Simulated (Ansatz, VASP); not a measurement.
## One calculation of ScNb, two programs

```
Sc Nb
1.0
     2.93404    0.00000    0.00000
    -1.46702    2.54095    0.00000
     0.00000    0.00000    5.31094
Sc Nb
1 1
Direct
  0.00000 0.00000 0.00000
  0.33333 0.66667 0.50000
```

Alike in both runs: task single point; functional PBE; k mesh 15 × 15 × 8; occupations gaussian, width 0.1 eV; no spin polarisation.

|  | VASP | Ansatz |
| --- | --- | --- |
| version | VASP 6.6.1 | Ansatz 0.2.0 |
| potentials or method | VASP PAW PBE potentials, release 64 (Sc_sv, Nb_sv) | scalar-relativistic, plane waves, PAW |
| plane-wave cutoff (eV) | 520 | 420 |
| valence electrons in the cell | 24 | 24 |

|  | VASP | Ansatz | Ansatz less VASP |
| --- | --- | --- | --- |
| gap on the k mesh at the Fermi level (eV) | none | none | - |
| pressure (GPa) | 4.1 | 4.2 | +0.06 |
| largest component of the traceless stress (GPa) | 7.75 | 7.78 | +0.029 |

A gap of «none» marks a metal or a gap that the smearing closes. The functional is the same, so the differences come from potentials, cutoffs and numerics.
